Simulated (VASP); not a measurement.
An input for Quantum ESPRESSO's pw.x (written as the equivalent of a VASP run, and not itself run):

```
&CONTROL
  calculation = 'scf'
  pseudo_dir = './pseudo'
  outdir = './out'
  tprnfor = .true.
  tstress = .true.
/
&SYSTEM
  ibrav = 0
  nat = 4
  ntyp = 2
  ecutwfc = 84
  occupations = 'smearing'
  smearing = 'fermi-dirac'
  degauss = 0.00735
  input_dft = 'pbe'
/
&ELECTRONS
  conv_thr = 7.3e-08
  electron_maxstep = 100
/
ATOMIC_SPECIES
  Ti 47.867 Ti.upf
  Ge 72.630 Ge.upf
CELL_PARAMETERS angstrom
    -1.7288300    1.7288300    5.8529660
     1.7288300   -1.7288300    5.8529660
     1.7288300    1.7288300   -5.8529660
ATOMIC_POSITIONS crystal
  Ti   0.7500000  0.7500000  0.0000000
  Ti   0.5000000  0.0000000  0.5000000
  Ge   0.1660000  0.1660000  0.0000000
  Ge   0.9160000  0.4160000  0.5000000
K_POINTS automatic
  5 5 5 0 0 0
```

Q: Write the VASP files for the same calculation (PBE).

A: This is not unique; one that fits is 
File POSCAR:
```
TiGe
1
   -1.7288300000     1.7288300000     5.8529660000
    1.7288300000    -1.7288300000     5.8529660000
    1.7288300000     1.7288300000    -5.8529660000
Ti Ge
2 2
Direct
  0.7500000000   0.7500000000   0.0000000000
  0.5000000000   0.0000000000   0.5000000000
  0.1660000000   0.1660000000   0.0000000000
  0.9160000000   0.4160000000   0.5000000000
```

**INCAR**
```
SYSTEM  =  TiGe
PREC  =  Accurate; ENCUT  =  300; LREAL  =  F
LASPH  =  T
EDIFF  =  1E-6; NELM  =  100; ALGO  =  Normal
LMAXMIX  =  4
ISMEAR  =  -1; SIGMA  =  0.1
GGA  =  PE
ISIF  =  2
LWAVE  =  F; LCHARG  =  F
```

**KPOINTS**
```
Automatic mesh
0
Gamma
5 5 5
0 0 0
```

POTCAR, in this order: Ti_sv Ge_d (PBE.64 set). Program: vasp_std.

What does not carry over: the potentials are each code's own (VASP's PAW set, PseudoDojo norm-conserving files in pw.x), so ENCUT and ecutwfc are chosen apart and not converted; conv_thr bounds pw.x's estimated SCF error, while EDIFF bounds the energy change between steps.

The structure was generated: TiGe was put into an ordered model structure, which need not be its known phase. The cell was not relaxed at this level. The k-mesh is coarse (spacing up to 0.51 per Å, 2π included), so the numbers may not be converged in it.
